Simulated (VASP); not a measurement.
**How SCF threshold and SCF solver change a VASP run on Fe (Iron-alpha)**

A convergence test on Fe (Iron-alpha): the SCF threshold and SCF solver. The series runs use r2SCAN. The SCF threshold tried: EDIFF = 0.01; EDIFF = 0.001; EDIFF = 1E-04; EDIFF = 1E-05; EDIFF = 1E-06; EDIFF = 1E-08. The SCF solver tried: ALGO = Normal; ALGO = Fast; ALGO = VeryFast; ALGO = All; ALGO = Damped; AMIX = 0.1, BMIX = 0.01; AMIX = 0.8; IMIX = 1, AMIX = 0.2. The start is a cell from a database of measured crystal structures.

Method: r2SCAN, spin-polarised from a ferromagnetic start (one magnetic atom a cell); plane waves and PAW (Fe), in VASP 6.6.1.

This is a report of a sequence of runs, with most program output left out.

### 1. Starting point

It takes space group Im-3m (No. 229, cubic). Conventional cell: a = 2.866 Å, b = 2.866 Å, c = 2.866 Å, α = 90.00°, β = 90.00°, γ = 90.00°. Nearest to Fe lie 8 Fe at 2.48 Å.

Coordinates:

```cif
data_structure
_symmetry_space_group_name_H-M 'P 1'
_symmetry_Int_Tables_number 1
_cell_length_a 2.4825
_cell_length_b 2.4825
_cell_length_c 2.4825
_cell_angle_alpha 109.471
_cell_angle_beta 109.471
_cell_angle_gamma 109.471
_cell_volume 11.78
loop_
_atom_site_label
_atom_site_type_symbol
_atom_site_fract_x
_atom_site_fract_y
_atom_site_fract_z
_atom_site_occupancy
Fe1 Fe 0.00000 0.00000 0.00000 1
```

### 2. SCF threshold: EDIFF = 0.01

EDIFF stops the electronic loop; forces need it tighter than energies do. r2SCAN adds the kinetic-energy density, costs more than a GGA and is run with LASPH.

Input file INCAR:

```
SYSTEM = Fe
PREC = Accurate
ENCUT = 400
EDIFF = 0.01
NELM = 100
ISMEAR = -1
SIGMA = 0.05
LREAL = .FALSE.
ALGO = Normal
METAGGA = R2SCAN
LASPH = .TRUE.
NBANDS = 10
ISPIN = 2
MAGMOM = 3
LMAXMIX = 4
LORBIT = 11
LWAVE = .FALSE.
LCHARG = .FALSE.
KPAR = 2
ISIF = 2
```

Input file POSCAR:

```
Fe
1.0
   -1.4332500000      1.4332500000      1.4332500000
    1.4332500000     -1.4332500000      1.4332500000
    1.4332500000      1.4332500000     -1.4332500000
Fe
1
Direct
    0.0000000000      0.0000000000      0.0000000000
```

Input file KPOINTS:

```
Automatic mesh
0
Gamma
9 9 9
0 0 0
```

PAW data sets: Fe (PBE family, release 64).

On the command line:

```console
$ mpirun -np 2 vasp_std
```

Elapsed: 9.8 s, on 2 MPI ranks of Intel Xeon Platinum 8488C (Sapphire Rapids), shared host; peak memory 0.22 GiB.

The cell holds one magnetic atom, so no antiferromagnetic order fits into it. The k-mesh is coarse for a metal. SCAN-type functionals tend to overstate the moments of itinerant magnets. The PAW data sets were made with PBE, which is usual practice but a small mismatch for other functionals.

This step gave:

```yaml
scf_cycles: 9
electrons: 8
bands: 10
irreducible_k_points: 35
symmetry_operations: 48
free_energy_toten: -14.36 eV
energy_at_zero_smearing: -14.36 eV
fermi_energy: 5.546 eV
pressure: 2.858 GPa
moment_of_the_cell_from_the_last_line_of_the_log: 2.552 μB
metallic: yes
```

Spin moment in the PAW sphere by atom:

| atom | spin moment in the PAW sphere (μB) |
| --- | --- |
| Fe1 | 2.65 |

The series starts at -14.3570 eV an atom and 2.86 GPa, after 9 cycles in 9.8 s.

### 3. SCF threshold: EDIFF = 0.001

INCAR, as its differences from that of step 2:

```diff
@@ -3,3 +3,3 @@
 ENCUT = 400
-EDIFF = 0.01
+EDIFF = 0.001
 NELM = 100
```

POSCAR is that of step 2.

KPOINTS is that of step 2.

On the command line:

```console
$ mpirun -np 2 vasp_std
```

Run time: 11 s. Hardware: 2 MPI ranks; peak memory 0.23 GiB.

Against the run before the energy moves by -3.07 meV an atom and the pressure by -7.16 GPa, after 11 cycles in 11 s.

### 4. SCF threshold: EDIFF = 1E-04

INCAR, as its differences from that of step 3:

```diff
@@ -3,3 +3,3 @@
 ENCUT = 400
-EDIFF = 0.001
+EDIFF = 1E-04
 NELM = 100
```

POSCAR is that of step 3.

KPOINTS is that of step 3.

On the command line:

```console
$ mpirun -np 2 vasp_std
```

Wall time 18 s (2 MPI ranks); peak memory 0.23 GiB; 34 s of CPU time.

Against the run before the energy moves by +0.03 meV an atom and the pressure by +1.08 GPa, after 12 cycles in 18 s.

### 5. SCF threshold: EDIFF = 1E-05

INCAR, as its differences from that of step 4:

```diff
@@ -3,3 +3,3 @@
 ENCUT = 400
-EDIFF = 1E-04
+EDIFF = 1E-05
 NELM = 100
```

POSCAR is that of step 4.

KPOINTS is that of step 4.

On the command line:

```console
$ mpirun -np 2 vasp_std
```

Wall time 17 s (2 MPI ranks); peak memory 0.23 GiB.

Against the run before the energy moves by -0.02 meV an atom and the pressure by -0.05 GPa, after 14 cycles in 17 s.

### 6. SCF threshold: EDIFF = 1E-06

INCAR, as its differences from that of step 5:

```diff
@@ -3,3 +3,3 @@
 ENCUT = 400
-EDIFF = 1E-05
+EDIFF = 1E-06
 NELM = 100
```

POSCAR is that of step 5.

KPOINTS is that of step 5.

On the command line:

```console
$ mpirun -np 2 vasp_std
```

Run time: 18 s. Hardware: 2 MPI ranks; peak memory 0.22 GiB.

Against the run before the energy stays within 0.01 meV an atom; the pressure moves by +0.01 GPa, after 15 cycles in 18 s.

### 7. SCF threshold: EDIFF = 1E-08

INCAR, as its differences from that of step 6:

```diff
@@ -3,3 +3,3 @@
 ENCUT = 400
-EDIFF = 1E-06
+EDIFF = 1E-08
 NELM = 100
```

POSCAR is that of step 6.

KPOINTS is that of step 6.

On the command line:

```console
$ mpirun -np 2 vasp_std
```

Run time: 27 s. Hardware: 2 MPI ranks; peak memory 0.23 GiB.

Against the run before the energy stays within 0.01 meV an atom; the pressure moves by -0.06 GPa, after 22 cycles in 27 s.

### 8. The SCF threshold series as a table

This step: convergence of r2SCAN results with the threshold; plane waves and PAW (VASP 6.6.1).

Derived from the runs above.

Differences are taken from the run with EDIFF = 1E-08. Results of the series, by row:

| setting | status | energy less the reference (meV/atom) | pressure (GPa) | moment (μB) | SCF cycles | wall time (s) |
| --- | --- | --- | --- | --- | --- | --- |
| EDIFF = 0.01 | converged | 3.057 | 2.858 | 2.588 | 9 | 9.8 |
| EDIFF = 0.001 | converged | -0.0099 | -4.299 | 2.568 | 11 | 11.4 |
| EDIFF = 1E-04 | converged | 0.01697 | -3.223 | 2.569 | 12 | 17.8 |
| EDIFF = 1E-05 | converged | -7.20e-4 | -3.276 | 2.57 | 14 | 16.8 |
| EDIFF = 1E-06 | converged | -2.00e-5 | -3.268 | 2.57 | 15 | 18.2 |
| EDIFF = 1E-08 | converged | 0 | -3.327 | 2.57 | 22 | 27 |

### 9. SCF solver: ALGO = Normal

This step: r2SCAN, spin-polarised from a ferromagnetic start (one magnetic atom a cell); plane waves and PAW (Fe) (VASP 6.6.1).

All solvers should reach one answer; they differ in cycles and robustness.

INCAR, as its differences from that of step 7:

```diff
@@ -3,3 +3,3 @@
 ENCUT = 400
-EDIFF = 1E-08
+EDIFF = 1E-06
 NELM = 100
```

POSCAR is that of step 7.

KPOINTS is that of step 7.

On the command line:

```console
$ mpirun -np 2 vasp_std
```

Run time: 17 s. Hardware: 2 MPI ranks; peak memory 0.23 GiB; 34 s of CPU time.

Numbers from this step:

```
SCF cycles                                        : 15
pressure                                          : -3.268 GPa
moment of the cell, from the last line of the log : 2.570 μB
```

The series starts at -14.3601 eV an atom and -3.27 GPa, after 15 cycles in 17 s.

### 10. SCF solver: ALGO = Fast

INCAR, as its differences from that of step 9:

```diff
@@ -8,3 +8,3 @@
 LREAL = .FALSE.
-ALGO = Normal
+ALGO = Fast
 METAGGA = R2SCAN
```

POSCAR is that of step 9.

KPOINTS is that of step 9.

On the command line:

```console
$ mpirun -np 2 vasp_std
```

The job ended after 17 s (2 MPI ranks; peak memory 0.23 GiB; 32 s of CPU time).

Against the first of the series the energy stays within 0.01 meV an atom; the pressure moves by -0.05 GPa, after 18 cycles in 17 s.

### 11. SCF solver: ALGO = VeryFast

INCAR, as its differences from that of step 10:

```diff
@@ -8,3 +8,3 @@
 LREAL = .FALSE.
-ALGO = Fast
+ALGO = VeryFast
 METAGGA = R2SCAN
```

POSCAR is that of step 10.

KPOINTS is that of step 10.

On the command line:

```console
$ mpirun -np 2 vasp_std
```

Elapsed: 26 s, on 2 MPI ranks; peak memory 0.23 GiB.

Against the first of the series the energy stays within 0.01 meV an atom; the pressure moves by +0.07 GPa, after 22 cycles in 26 s.

### 12. SCF solver: ALGO = All

INCAR, as its differences from that of step 11:

```diff
@@ -8,3 +8,3 @@
 LREAL = .FALSE.
-ALGO = VeryFast
+ALGO = All
 METAGGA = R2SCAN
```

POSCAR is that of step 11.

KPOINTS is that of step 11.

On the command line:

```console
$ mpirun -np 2 vasp_std
```

It took 54 s on 2 MPI ranks; peak memory 0.23 GiB.

Against the first of the series the energy stays within 0.01 meV an atom; the pressure moves by -0.02 GPa, after 19 cycles in 54 s.

### 13. SCF solver: ALGO = Damped

INCAR, as its differences from that of step 12:

```diff
@@ -8,3 +8,3 @@
 LREAL = .FALSE.
-ALGO = All
+ALGO = Damped
 METAGGA = R2SCAN
```

POSCAR is that of step 12.

KPOINTS is that of step 12.

On the command line:

```console
$ mpirun -np 2 vasp_std
```

Wall time 28 s (2 MPI ranks); peak memory 0.23 GiB; 54 s of CPU time.

Against the first of the series the energy stays within 0.01 meV an atom; the pressure moves by -0.07 GPa, after 28 cycles in 28 s.

### 14. SCF solver: AMIX = 0.1, BMIX = 0.01

INCAR, as its differences from that of step 13:

```diff
@@ -8,3 +8,3 @@
 LREAL = .FALSE.
-ALGO = Damped
+ALGO = Normal
 METAGGA = R2SCAN
@@ -20 +20,3 @@
 ISIF = 2
+AMIX = 0.1
+BMIX = 0.01
```

POSCAR is that of step 13.

KPOINTS is that of step 13.

On the command line:

```console
$ mpirun -np 2 vasp_std
```

The job ended after 21 s (2 MPI ranks; peak memory 0.23 GiB; 41 s of CPU time).

Against the first of the series the energy stays within 0.01 meV an atom; the pressure moves by -0.03 GPa, after 22 cycles in 21 s.

### 15. SCF solver: AMIX = 0.8

INCAR, as its differences from that of step 14:

```diff
@@ -20,3 +20,2 @@
 ISIF = 2
-AMIX = 0.1
-BMIX = 0.01
+AMIX = 0.8
```

POSCAR is that of step 14.

KPOINTS is that of step 14.

On the command line:

```console
$ mpirun -np 2 vasp_std
```

Wall time 35 s (2 MPI ranks); peak memory 0.24 GiB; 68 s of CPU time.

Against the first of the series the energy stays within 0.01 meV an atom; the pressure moves by -0.06 GPa, after 23 cycles in 35 s.

### 16. SCF solver: IMIX = 1, AMIX = 0.2

INCAR, as its differences from that of step 15:

```diff
@@ -20,2 +20,3 @@
 ISIF = 2
-AMIX = 0.8
+IMIX = 1
+AMIX = 0.2
```

POSCAR is that of step 15.

KPOINTS is that of step 15.

On the command line:

```console
$ mpirun -np 2 vasp_std
```

The job ended after 42 s (2 MPI ranks; peak memory 0.21 GiB).

Against the first of the series the energy moves by +0.01 meV an atom and the pressure by +1.35 GPa, after 24 cycles in 42 s.

### 17. The SCF solver series as a table

This step: convergence of r2SCAN results with the solver; plane waves and PAW (VASP 6.6.1).

No new run; the numbers come from the runs before.

Differences are taken from the run with ALGO = Normal. Results of the series, by row:

| setting | status | energy less the reference (meV/atom) | pressure (GPa) | moment (μB) | SCF cycles | wall time (s) |
| --- | --- | --- | --- | --- | --- | --- |
| ALGO = Normal | converged | 0 | -3.268 | 2.57 | 15 | 17.4 |
| ALGO = Fast | converged | -8.00e-5 | -3.32 | 2.57 | 18 | 16.8 |
| ALGO = VeryFast | converged | 5.00e-5 | -3.202 | 2.57 | 22 | 26 |
| ALGO = All | converged | 5.70e-4 | -3.288 | 2.57 | 19 | 54 |
| ALGO = Damped | converged | 0.00221 | -3.337 | 2.57 | 28 | 28 |
| AMIX = 0.1, BMIX = 0.01 | converged | 1.50e-4 | -3.3 | 2.57 | 22 | 21 |
| AMIX = 0.8 | converged | 1.30e-4 | -3.328 | 2.57 | 23 | 35 |
| IMIX = 1, AMIX = 0.2 | converged | 0.01313 | -1.914 | 2.571 | 24 | 42 |

### 18. Summary of results

```json
{
  "SCF threshold from which the energy stays within 10 meV/atom of the reference": "EDIFF = 0.01",
  "SCF threshold from which the energy stays within 1 meV/atom of the reference": "EDIFF = 0.001",
  "SCF threshold from which the pressure stays within 0.2 GPa of the reference": "EDIFF = 1E-04",
  "spread of the pressure over the SCF threshold": "7.16 GPa",
  "spread of the energy over the SCF threshold": "3.07 meV/atom",
  "fewest SCF cycles": "ALGO = Normal (15)",
  "most SCF cycles among converged runs": "ALGO = Damped (28)",
  "spread of the pressure over the SCF solver": "1.42 GPa",
  "spread of the energy over the SCF solver": "0.0132 meV/atom"
}
```

What this shows: From EDIFF = 0.001 on, the energy stays within 1 meV an atom of the reference, at 42 % of its time. The pressure holds within 0.2 GPa from EDIFF = 1E-04 on. The loosest stop saves 13 of 22 cycles and costs +3.1 meV an atom, +6.18 GPa. All SCF solvers that converged agree within 0.05 meV an atom. No setting beats the 17 s of ALGO = Normal by a fifth or more; the slowest converged run is ALGO = All, at 54 s. On a shared host such times are rough. Yet the pressure of IMIX = 1, AMIX = 0.2 is +1.35 GPa off: EDIFF tests the energy, which is second order in the error of the density, while the stress is first order. Forces vanish by symmetry in this cell, so the series can't test them.

[Lines on the potential files, build, host, timing and source positions are cut from VASP's logs without a mark.]

[Logs are printed without paths, hosts, clocks, repeated set-up lines and the standing remarks that a program may print on its own settings, such as how far it seeks lower states.]

[Hosts, paths, dates, database ids (printed as entryN), source tags and the programs' standing remarks are cut or masked in the printed files.]

[A measured line is paired with the nearest computed mode of its activity, which favours agreement.]
